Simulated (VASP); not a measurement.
# Ga3BSb2 (P1) in VASP: relaxation of cell and atoms with PBE

Aim: the relaxation of cell and atoms of Ga3BSb2 with PBE.

All numbers are computed with VASP 6.6.1; they aren't measurements. Logs are shortened: lines on timing, memory, paths and dates and some standing lists are left out, and cuts for length are marked.

**1. The crystal as given**

The typed cell holds 12 atoms: a = 7.641 Å, b = 3.791 Å, c = 10.683 Å, α = 90.99°, β = 89.39°, γ = 121.28°.

The cell was built by a generator and needn't be a form met in nature.

**2. Relaxation of cell and atoms, PBE**

Input file INCAR:

```
SYSTEM = Ga3BSb2
PREC = Normal
ENCUT = 520
EDIFF = 1E-5
ISMEAR = 0
SIGMA = 0.15
LREAL = Auto
LASPH = .True.
NELM = 80
ALGO = Fast
ISIF = 3
LWAVE = .False.
LCHARG = .False.
GGA = PE
IBRION = 2
NSW = 110
EDIFFG = -0.03
ISYM = 0
KPAR = 8
```

Input file KPOINTS:

```
Automatic mesh
0
Gamma
  7 7 2
  0 0 0
```

Input file POSCAR:

```
Ga3BSb2
1.0
    7.6403984200     -0.0676193900      0.0398833500
   -1.9393796700      3.2568068000     -0.0325582500
    0.0572037100     -0.0748166600     10.6829601400
Ga B Sb
6 2 4
Direct
    0.0099464300      0.0141951300      0.6590723400
    0.4901205100      0.9834779700      0.6570052800
    0.3009366300      0.3053985300      0.8319220800
    0.8075438700      0.3153552700      0.8410847400
    0.9830850500      0.9869890500      0.3062211600
    0.4713416700      0.9386156800      0.3184173700
    0.0225378100      0.0453498100      0.1087106600
    0.4873270900      0.0071971100      0.1384870600
    0.1656941100      0.6510313500      0.0327153700
    0.6835320500      0.7064338500      0.0501880100
    0.1497611700      0.6630565500      0.4850976500
    0.6676944900      0.6762697500      0.4532403500
```

Potentials or basis: VASP PAW PBE potentials, release 64 (Ga_d, B, Sb).

Launch:

```
$ cat potpaw_PBE.64/Ga_d/POTCAR potpaw_PBE.64/B/POTCAR potpaw_PBE.64/Sb/POTCAR > POTCAR
$ mpirun -np 8 vasp_std > vasp.out
```

OUTCAR:

```text
SYSTEM = Ga3BSb2
   PREC = Normal
   ENCUT = 520
   EDIFF = 1E-5
   ISMEAR = 0
   LREAL = Auto
   LASPH = .True.
   NELM = 80
   ISIF = 3
   GGA = PE
   IBRION = 2
   NSW = 110
   EDIFFG = -0.03
   ISYM = 0

 ion  position               nearest neighbor table
   1  0.010  0.014  0.659-   3 2.65  11 2.78  11 2.83  12 3.14
   2  0.490  0.983  0.657-   4 2.86  11 2.89   3 2.90  12 3.07  12 3.15
   3  0.301  0.305  0.832-   1 2.65   2 2.90   9 2.94   9 3.05
   4  0.808  0.315  0.841-   2 2.86  10 3.01  10 3.06   9 3.12
   5  0.983  0.987  0.306-   7 2.13  12 2.59  11 2.89  11 2.92
   6  0.471  0.939  0.318-   8 1.94  12 2.64  11 2.76  12 2.77
   7  0.023  0.045  0.109-   5 2.13   9 2.14  10 2.30   9 2.39
   8  0.487  0.007  0.138-   6 1.94   9 2.39  10 2.47  10 2.48
   9  0.166  0.651  0.033-   7 2.14   8 2.39   7 2.39   3 2.94   3 3.05   4 3.12  10 3.57
  10  0.684  0.706  0.050-   7 2.30   8 2.47   8 2.48   4 3.01   4 3.06   9 3.57
  11  0.150  0.663  0.485-   6 2.76   1 2.78   1 2.83   5 2.89   2 2.89   5 2.92  12 3.65  12 3.73

  12  0.668  0.676  0.453-   5 2.59   6 2.64   6 2.77   2 3.07   1 3.14   2 3.15  11 3.65  11 3.73

IMPORTANT INFORMATION: All symmetrisations will be switched off!
NOSYMM: (Re-)initialisation of all symmetry stuff for point group C_1.

----------------------------------------------------------------------------------------

                                     Primitive cell

  volume of cell :     264.4062

  direct lattice vectors                    reciprocal lattice vectors
     7.640398420 -0.067619390  0.039883350     0.131577465  0.078350852 -0.000155834
    -1.939379670  3.256806800 -0.032558250     0.002720780  0.308690874  0.002147306
     0.057203710 -0.074816660 10.682960140    -0.000482934  0.000648279  0.093614140

  length of vectors
     7.640801730  3.790652197 10.683375270     0.153138857  0.308710333  0.093617630

  position of ions in fractional coordinates (direct lattice)
     0.009946430  0.014195130  0.659072340
     0.490120510  0.983477970  0.657005280
     0.300936630  0.305398530  0.831922080
     0.807543870  0.315355270  0.841084740
     0.983085050  0.986989050  0.306221160
     0.471341670  0.938615680  0.318417370
     0.022537810  0.045349810  0.108710660
     0.487327090  0.007197110  0.138487060
     0.165694110  0.651031350  0.032715370
     0.683532050  0.706433850  0.050188010
     0.149761170  0.663056550  0.485097650
     0.667694490  0.676269750  0.453240350

  ion indices of the primitive-cell ions
   primitive index   ion index
                 1           1
                 2           2
                 3           3
                 4           4
                 5           5
                 6           6
                 7           7
                 8           8
                 9           9
                10          10
                11          11
                12          12

----------------------------------------------------------------------------------------

 KPOINTS: Automatic mesh

Automatic generation of k-mesh.
 Grid dimensions read from file:
 generate k-points for:    7    7    2

 Generating k-lattice:

  Cartesian coordinates                     Fractional coordinates (reciprocal lattice)
     0.018796781  0.011192979 -0.000022262     0.142857143  0.000000000 -0.000000000
     0.000388683  0.044098696  0.000306758    -0.000000000  0.142857143  0.000000000
    -0.000241467  0.000324140  0.046807070     0.000000000  0.000000000  0.500000000

  Length of vectors
     0.021876980  0.044101476  0.046808815

  Shift w.r.t. Gamma in fractional coordinates (k-lattice)
     0.000000000  0.000000000  0.000000000

 Subroutine IBZKPT returns following result:
 ===========================================

 Found     50 irreducible k-points:

 Following reciprocal coordinates:
            Coordinates               Weight
  0.000000  0.000000  0.000000      1.000000
  0.142857  0.000000 -0.000000      2.000000
  0.285714 -0.000000  0.000000      2.000000
  0.428571  0.000000 -0.000000      2.000000
  0.000000  0.142857  0.000000      2.000000
  0.142857  0.142857  0.000000      2.000000
[... 16 lines left out ...]
 -0.428571  0.428571 -0.000000      2.000000
 -0.285714  0.428571 -0.000000      2.000000
 [... further k-points ...]
   k-points           NKPTS =     50   k-points in BZ     NKDIM =     50   number of bands    NBANDS=     62
   number of dos      NEDOS =    301   number of ions     NIONS =     12
   total plane-waves  NPLWV =  69120
   dimension x,y,z NGX =    48 NGY =   24 NGZ =   60
   dimension x,y,z NGXF=    96 NGYF=   48 NGZF=  120
   ions per type =               6   2   4
   NGX,Y,Z   is equivalent  to a cutoff of  10.44, 10.53,  9.34 a.u.
   NGXF,Y,Z  is equivalent  to a cutoff of  20.89, 21.05, 18.67 a.u.
 SYSTEM =  Ga3BSb2
   PREC   = normal    normal or accurate (medium, high low for compatibility)
   ISTART =      0    job   : 0-new  1-cont  2-samecut
   ICHARG =      2    charge: 1-file 2-atom 10-const
   ISPIN  =      1    spin polarized calculation?
   LNONCOLLINEAR =      F non collinear calculations
   LSORBIT =      F    spin-orbit coupling
   LASPH  =      T    aspherical Exc in radial PAW
   ENCUT  =  520.0 eV  38.22 Ry    6.18 a.u.  14.21  7.05 19.86*2*pi/ulx,y,z
   NELM   =     80;   NELMIN=  2; NELMDL= -5     # of ELM steps
   EDIFF  = 0.1E-04   stopping-criterion for ELM
   LREAL  =      T    real-space projection
   EDIFFG = -.3E-01   stopping-criterion for IOM
   NSW    =    110    number of steps for IOM
   IBRION =      2    ionic relax: 0-MD 1-quasi-New 2-CG
   NFREE  =      1    steps in history (QN), initial steepest desc. (CG)
   ISIF   =      3    stress and relaxation
   ISYM   =      0    0-nonsym 1-usesym 2-fastsym
   POTIM  = 0.5000    time-step for ionic-motion
   TEBEG  =    0.0;   TEEND  =   0.0 temperature during run
   PSTRESS=    0.0 pullay stress
   NELECT =     104.0000    total number of electrons
   NUPDOWN=      -1.0000    fix difference up-down
   EMIN   =  10.00;   EMAX   =-10.00  energy-range for DOS
   EFERMI =   0.00;   METHOD = LEGACY
   ISMEAR =     0;   SIGMA  =   0.15  broadening in eV -4-tet -1-fermi 0-gaus
   EFERMI_NEDOS =   21; number of points for ismear=-14 and -15
   IALGO  =     68    algorithm
   IMIX   =      4    mixing-type and parameters
     AMIX     =   0.40;   BMIX     =  1.00
     AMIX_MAG =   1.60;   BMIX_MAG =  1.00
  volume/ion in A,a.u.               =      22.03       148.69
  Fermi-wavevector in a.u.,A,eV,Ry     =   1.199487  2.266701 19.575627  1.438768
  Thomas-Fermi vector in A             =   2.335348
   LORBIT       =      0    0 simple, 1 ext, 2 COOP (PROOUT), +10 PAW based schemes
   GGA     = PE    functional components
   LHFCALC =     F    Hartree Fock is set to
   AEXX    =    0.0000 exact exchange contribution
   IVDW    =     0    specifies the selected vdW correction
   LEPSILON=     F    determine dielectric tensor
   LRPA    =     F    only Hartree local field effects (RPA)
 conjugate gradient relaxation of ions
 non-spin polarized calculation
 RMM-DIIS sequential band-by-band and
 Gauss-broadening in eV      SIGMA  =   0.15
  energy-cutoff  :      520.00
  volume of cell :      264.41
 maximum number of plane-waves:      7146
   NGX = 29   NGY = 15   NGZ = 39

--------------------------------------- Ionic step        1  -------------------------------------------

 number of electron     103.9999963 magnetization

 Free energy of the ion-electron system (eV)
  ---------------------------------------------------
  ext. energy  EPLUGINS =         0.00000000
  ---------------------------------------------------
  free energy    TOTEN  =       -43.44836073 eV

  energy without entropy =      -43.39288154  energy(sigma->0) =      -43.42062114

------------------------ aborting loop because EDIFF is reached ----------------------------------------

  FORCE on cell =-STRESS in cart. coord.  units (eV):
  Direction    XX          YY          ZZ          XY          YZ          ZX
  --------------------------------------------------------------------------------------
  -------------------------------------------------------------------------------------
  Total       -0.0988846      2.5707533      2.9237601      1.3547830     -1.2534725      0.7371825
  in kB       -0.5991942     15.5775554     17.7166106      8.2093474     -7.5954537      4.4669788
  external PRESSURE =      10.8983240 kB  Pullay stress =       0.0000000 kB
[... 119 lines left out ...]
  FREE ENERGIE OF THE ION-ELECTRON SYSTEM (eV)
  ---------------------------------------------------
  free  energy   TOTEN  =       -43.9710258322 eV

  energy  without entropy=      -43.9172672538  energy(sigma->0) =      -43.94414654

 E-fermi :   5.5133     XC(G=0):  -9.9829

 val. band max:        5.5105249541   @ k =   0.4286   0.0000  -0.0000
 cond. band min:       5.5331095547   @ k =   0.4286   0.0000  -0.0000
 fundamental gap:      0.0225846006
 Fermi energy:         5.5133480396

 k-point     1 :       0.0000    0.0000    0.0000
  band No.  band energies     occupation
      1      -9.4334      2.00000
      2      -9.4246      2.00000
      3      -9.4094      2.00000
      4      -9.3978      2.00000
      5      -9.3748      2.00000
      6      -9.3710      2.00000
[... 1549 lines left out ...]
     61       8.7212      0.00000
     62       9.2849      0.00000

 [... further k-points ...]

[... ionic steps 4 to 25 ...]

--------------------------------------- Ionic step       26  -------------------------------------------

 number of electron     104.0000004 magnetization

------------------------ aborting loop because EDIFF is reached ----------------------------------------

  FORCE on cell =-STRESS in cart. coord.  units (eV):
  Direction    XX          YY          ZZ          XY          YZ          ZX
  --------------------------------------------------------------------------------------
  -------------------------------------------------------------------------------------
  Total       -0.2202487     -0.2604778     -0.3721965      0.0073468     -0.0105819     -0.0098974
  in kB       -1.3329519     -1.5764194     -2.2525446      0.0444629     -0.0640417     -0.0598995
  external PRESSURE =      -1.7206386 kB  Pullay stress =       0.0000000 kB
[... 77 lines left out ...]
  energy  without entropy=      -44.2082486040  energy(sigma->0) =      -44.23619474

--------------------------------------- Ionic step       28  -------------------------------------------

 number of electron     104.0000012 magnetization

 Free energy of the ion-electron system (eV)
  ---------------------------------------------------
  ext. energy  EPLUGINS =         0.00000000
  ---------------------------------------------------
  free energy    TOTEN  =       -44.26495816 eV

  energy without entropy =      -44.20926682  energy(sigma->0) =      -44.23711249

 E-fermi :   5.6162     XC(G=0): -10.0271

 val. band max:        5.6035526753   @ k =   0.4286   0.2857   0.5000
 cond. band min:       5.6532686851   @ k =   0.2857   0.2857   0.5000
 fundamental gap:      0.0497160098
 Fermi energy:         5.6162173673

 k-point     1 :       0.0000    0.0000    0.0000
  band No.  band energies     occupation
      1      -9.3379      2.00000
      2      -9.3341      2.00000
      3      -9.3209      2.00000
      4      -9.3028      2.00000
      5      -9.2807      2.00000
      6      -9.2757      2.00000
[... 1549 lines left out ...]
     61       8.8768      0.00000
     62       9.4206      0.00000

 [... further k-points ...]

------------------------ aborting loop because EDIFF is reached ----------------------------------------

  FORCE on cell =-STRESS in cart. coord.  units (eV):
  Direction    XX          YY          ZZ          XY          YZ          ZX
  --------------------------------------------------------------------------------------
  -------------------------------------------------------------------------------------
  Total        0.1693922      0.1382366      0.1246400     -0.0098504     -0.0116522      0.0445874
  in kB        1.0287438      0.8395314      0.7569571     -0.0598230     -0.0707653      0.2707862
  external PRESSURE =       0.8750775 kB  Pullay stress =       0.0000000 kB
[... 27 lines left out ...]
  FREE ENERGIE OF THE ION-ELECTRON SYSTEM (eV)
  ---------------------------------------------------
  free  energy   TOTEN  =       -44.2649581591 eV

  energy  without entropy=      -44.2092668169  energy(sigma->0) =      -44.23711249

 reached required accuracy - stopping structural energy minimisation
```

Wall time 12 min (8 MPI ranks of AMD EPYC 9R45 (Zen 5), shared host); peak memory 0.64 GiB.

Results:

```
Free energy                            : -44.2650 eV
Relaxed volume                         : 21.98 Å³/atom
Relaxed cell                           : a = 7.539 Å, b = 3.767 Å, c = 10.724 Å, α = 89.86°, β = 88.65°, γ = 119.95°
Space group after relaxing (to 0.05 Å) : P1 (No. 1)
Energy gained by relaxing              : 68.0 meV/atom
Ionic steps                            : 28
Pressure after relaxing                : 0.1 GPa
Largest force after relaxing           : 0.022 eV/Å
Band gap on the k mesh                 : none (metal or under the smearing width)
```

Forces on the atoms (eV/Å):
```
Ga   0.010 -0.004 -0.010
Ga  -0.004  0.008  0.018
Ga  -0.007 -0.006 -0.002
Ga   0.005 -0.009 -0.016
Ga   0.003 -0.010  0.018
Ga  -0.011  0.016  0.006
B   -0.003  0.004 -0.017
B   -0.004  0.001  0.011
Sb   0.002  0.002 -0.014
Sb  -0.004 -0.002 -0.021
Sb   0.010  0.000  0.008
Sb   0.003  0.001  0.019
```

The path:
```csv
step,energy change (eV),largest force (eV/Å),pressure (GPa),volume (Å³)
1,0.0000,2.6885,1.09,264.41
2,-0.5219,0.8785,-0.81,270.15
3,-0.5227,0.8113,-0.69,269.90
4,-0.6397,0.5233,-0.23,266.83
5,-0.6824,0.5479,0.28,264.14
6,-0.6835,0.6491,0.18,263.66
7,-0.7404,0.3052,0.23,263.51
8,-0.7533,0.3846,0.25,263.42
9,-0.7543,0.4517,0.29,263.40
10,-0.7885,0.2457,-0.30,265.36
11,-0.7941,0.1738,-0.47,266.23
12,-0.7947,0.1775,-0.33,266.58
13,-0.8061,0.1358,0.00,264.36
14,-0.8066,0.1403,0.09,264.09
15,-0.8069,0.1689,0.15,263.55
16,-0.8068,0.1553,-0.05,263.84
17,-0.8069,0.1622,0.13,263.65
18,-0.8119,0.0731,0.07,263.44
19,-0.8125,0.0764,0.20,263.38
20,-0.8138,0.0371,-0.14,265.11
21,-0.8141,0.0613,-0.02,264.63
22,-0.8140,0.0357,-0.25,264.94
23,-0.8141,0.0616,-0.05,264.77
24,-0.8140,0.0344,-0.21,264.85
25,-0.8140,0.0585,-0.06,264.80
26,-0.8152,0.0331,-0.17,264.73
27,-0.8158,0.0354,-0.14,264.67
28,-0.8166,0.0219,0.09,263.81
```

Final structure:
```cif
data_structure
_symmetry_space_group_name_H-M 'P 1'
_symmetry_Int_Tables_number 1
_cell_length_a 7.5390
_cell_length_b 3.7673
_cell_length_c 10.7243
_cell_angle_alpha 89.857
_cell_angle_beta 88.651
_cell_angle_gamma 119.947
_cell_volume 263.81
loop_
_atom_site_label
_atom_site_type_symbol
_atom_site_fract_x
_atom_site_fract_y
_atom_site_fract_z
_atom_site_occupancy
Ga1 Ga 0.98409 0.99359 0.66131 1
Ga2 Ga 0.48777 0.98537 0.65304 1
Ga3 Ga 0.31895 0.32064 0.82683 1
Ga4 Ga 0.80246 0.31350 0.82936 1
Ga5 Ga 0.00032 0.00842 0.31335 1
Ga6 Ga 0.49072 0.98881 0.31512 1
B1 B 0.00204 0.00780 0.11907 1
B2 B 0.49885 0.00364 0.12070 1
Sb1 Sb 0.17220 0.67851 0.04428 1
Sb2 Sb 0.67136 0.67662 0.04855 1
Sb3 Sb 0.15179 0.65846 0.47812 1
Sb4 Sb 0.65895 0.65802 0.47244 1
```

Levels at points of the mesh, in eV from the Fermi level:
```
           k point  band 49  band 50  band 51  band 52  band 53  band 54  band 55  band 56
(0.00, 0.00, 0.00)    -0.58    -0.40     0.38     1.43     1.47     1.59     1.69     2.19
(0.00, 0.00, 0.50)    -0.49    -0.21     0.75     1.42     1.45     1.54     2.04     2.15
```
